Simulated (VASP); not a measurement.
Method: PBE GGA, VASP's PBE PAW potentials (set 64) (plane waves; VASP).

The input files of a VASP run:

POSCAR:
```
Dy
1
    1.7950000000    -3.1090310000     0.0000000000
    1.7950000000     3.1090310000     0.0000000000
    0.0000000000     0.0000000000     5.6500000000
Dy
2
Direct
  0.3333330000   0.6666670000   0.2500000000
  0.6666670000   0.3333330000   0.7500000000
```

### KPOINTS
```
Automatic mesh
0
gamma
  12 12 7
0 0 0
```

### INCAR
```
SIGMA=0.1   # width (eV)
SYSTEM=Dy
LCHARG=F
GGA=PE
NELM=100   # most electronic steps
LASPH=T
PREC=Accurate
ALGO=Normal
ISMEAR=1
LMAXMIX=6   # l cut-off of mixed one-centre charges
ISIF=2   # forces and stress, cell fixed
ENCUT=400   # plane-wave cut-off (eV)
EDIFF=1E-6
LWAVE=F
LREAL=F   # projection in real space or not
```

POTCAR, in this order: Dy_3 (PBE.64 set). Program: vasp_std.

Output

File OSZICAR:
```
       N       E                     dE             d eps       ncg     rms          rms(c)
DAV:   1     0.398824131908E+02    0.39882E+02   -0.77510E+03  2000   0.102E+03
DAV:   2    -0.633862314143E+01   -0.46221E+02   -0.45271E+02  2041   0.269E+02
DAV:   3    -0.895119157553E+01   -0.26126E+01   -0.23994E+01  2766   0.352E+01
DAV:   4    -0.904677255931E+01   -0.95581E-01   -0.93279E-01  2512   0.738E+00
DAV:   5    -0.905045070543E+01   -0.36781E-02   -0.36720E-02  2846   0.102E+00    0.240E+01
DAV:   6    -0.905205388163E+01   -0.16032E-02   -0.23045E-02  3030   0.141E+00    0.143E+01
DAV:   7    -0.906061608613E+01   -0.85622E-02   -0.42157E-02  2984   0.194E+00    0.238E-01
DAV:   8    -0.906031479963E+01    0.30129E-03   -0.23582E-03  2541   0.406E-01    0.624E-02
DAV:   9    -0.906032724864E+01   -0.12449E-04   -0.21792E-04  2496   0.134E-01    0.313E-02
DAV:  10    -0.906032060945E+01    0.66392E-05   -0.36681E-05  2617   0.488E-02    0.404E-02
DAV:  11    -0.906032138854E+01   -0.77909E-06   -0.42761E-06  2361   0.173E-02
   1 F= -.90603214E+01 E0= -.90600471E+01  d E =-.822931E-03
```

**OUTCAR**
```
------------------------ aborting loop because EDIFF is reached ----------------------------------------
  FORCE on cell =-STRESS in cart. coord.  units (eV):
  Direction    XX          YY          ZZ          XY          YZ          ZX
  --------------------------------------------------------------------------------------
  Total        0.2151205      0.2151205      0.1186986      0.0000000      0.0000000      0.0000000
  in kB        5.4654318      5.4654311      3.0157011      0.0000000      0.0000000      0.0000000
  external PRESSURE =       4.6488547 kB  Pullay stress =       0.0000000 kB
  volume of cell :       63.06
      direct lattice vectors                 reciprocal lattice vectors
     1.795000000 -3.109031000  0.000000000     0.278551532 -0.160821812  0.000000000
     1.795000000  3.109031000  0.000000000     0.278551532  0.160821812  0.000000000
     0.000000000  0.000000000  5.650000000     0.000000000  0.000000000  0.176991150
 POSITION                                       TOTAL-FORCE (eV/Angst)
 -----------------------------------------------------------------------------------
      1.79500      1.03635      1.41250         0.000000     -0.000000      0.000000
      1.79500     -1.03635      4.23750         0.000000      0.000000      0.000000
 -----------------------------------------------------------------------------------
    total drift:                                0.000000      0.000101     -0.000011
  FREE ENERGIE OF THE ION-ELECTRON SYSTEM (eV)
  ---------------------------------------------------
  free  energy   TOTEN  =        -9.0603213885 eV

  energy  without entropy=       -9.0594984578  energy(sigma->0) =       -9.06004708
```
(Selected blocks of OUTCAR.)

The 4f electrons are frozen in the core of the lanthanide potential, so 4f levels, which can set the real gap, and their magnetism are missing.

The compound is Dy in the hcp structure. The cell was not relaxed at this level. The run is one of a series of settings (KPOINTS 12×12×7 Γ-centred mesh against the base run), some of them coarse on purpose.
